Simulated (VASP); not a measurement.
The system is Ti.

```
CELL_PARAMETERS angstrom
2.93573 0.00000 0.00000
-1.46787 2.54242 0.00000
0.00000 0.00000 4.64086
ATOMIC_POSITIONS crystal
Ti 0.33333 0.66667 0.25000
Ti 0.66667 0.33333 0.75000
```

| Quantity | Value |
| --- | --- |
| Program | VASP 6.6.1 |
| Task | relaxation of cell and atoms |
| Functional | PBEsol |
| Potentials or basis | VASP PAW PBE potentials, release 64 (Ti) |
| Cutoff | 580 eV |
| k mesh | 18 × 18 × 10 |
| Occupations | gaussian, width 0.1 eV |
| Spin | no spin polarisation |

At the start: pressure -5.3 GPa; volume 17.32 Å³/atom.

Problem. How do energy, volume and symmetry change on relaxing?

Solution. Over 6 steps the energy falls by 13.4 meV/atom and the volume is 16.54 Å³/atom (-4.5 %); space group P6_3/mmc (No. 194, to 0.05 Å).

Step by step:
```csv
step,energy change (eV),largest force (eV/Å),pressure (GPa),volume (Å³)
1,0.0000,0.0000,-5.31,34.64
2,-0.0074,0.0000,5.16,31.84
3,-0.0268,0.0000,-0.02,33.09
4,-0.0268,0.0000,0.10,33.06
5,-0.0268,0.0000,-0.07,33.10
6,-0.0268,0.0000,-0.01,33.09
```

Final structure:
```yaml
crystal:
  lattice:
    - [2.89098, 0.00000, 0.00000]
    - [-1.44549, 2.50366, 0.00000]
    - [0.00000, 0.00000, 4.57132]
  atoms:
    - { symbol: Ti, position: [0.33333, 0.66667, 0.25000] }
    - { symbol: Ti, position: [0.66667, 0.33333, 0.75000] }
```

Caveat: the PAW data sets were made with another functional, which shifts forces and pressure a little.
